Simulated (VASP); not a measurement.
An input for Quantum ESPRESSO's pw.x (written as the equivalent of a VASP run, and not itself run):

```
&CONTROL
  calculation = 'scf'
  pseudo_dir = './pseudo'
  outdir = './out'
  tprnfor = .true.
  tstress = .true.
/
&SYSTEM
  ibrav = 0
  nat = 5
  ntyp = 3
  ecutwfc = 84
  occupations = 'smearing'
  smearing = 'gaussian'
  degauss = 0.00735
  input_dft = 'pz'
/
&ELECTRONS
  conv_thr = 7.3e-08
  electron_maxstep = 100
/
ATOMIC_SPECIES
  Ca 40.078 Ca.upf
  Pb 207.200 Pb.upf
  O 15.999 O.upf
CELL_PARAMETERS angstrom
     4.8459300    0.0000000    0.0000000
     0.0000000    4.8459300    0.0000000
     0.0000000    0.0000000    4.8459300
ATOMIC_POSITIONS crystal
  Ca   0.5000000  0.0000000  0.5000000
  Ca   0.0000000  0.5000000  0.5000000
  Ca   0.5000000  0.5000000  0.0000000
  Pb   0.0000000  0.0000000  0.0000000
  O    0.5000000  0.5000000  0.5000000
K_POINTS automatic
  6 6 6 0 0 0
```

Problem. Write the VASP files for the same calculation (LDA).

Solution. One answer among several that fit: 
INCAR:
```
ALGO = Normal
EDIFF = 1E-6
ENCUT = 400
ISIF = 2
ISMEAR = 0
LASPH = .TRUE.
LCHARG = .FALSE.
LMAXMIX = 4
LREAL = .FALSE.
LWAVE = .FALSE.
NELM = 100
PREC = Accurate
SIGMA = 0.1
SYSTEM = Ca3PbO
```

**POSCAR**
```
Ca3PbO
1
    4.8459300000     0.0000000000     0.0000000000
    0.0000000000     4.8459300000     0.0000000000
    0.0000000000     0.0000000000     4.8459300000
Ca Pb O
3 1 1
Direct
  0.5000000000   0.0000000000   0.5000000000
  0.0000000000   0.5000000000   0.5000000000
  0.5000000000   0.5000000000   0.0000000000
  0.0000000000   0.0000000000   0.0000000000
  0.5000000000   0.5000000000   0.5000000000
```

**KPOINTS**
```
Automatic mesh
0
Gamma
6 6 6
0 0 0
```

POTCAR, in this order: Ca_sv Pb_d O (LDA.64 set). Program: vasp_std.

What does not carry over: the potentials are each code's own (VASP's PAW set, PseudoDojo norm-conserving files in pw.x), so ENCUT and ecutwfc are chosen apart and not converted; conv_thr bounds pw.x's estimated SCF error, while EDIFF bounds the energy change between steps.

The structure comes from a computed database's Ca3PbO entry (Pm-3m); how it stands against other phases isn't given here. The cell was not relaxed at this level.
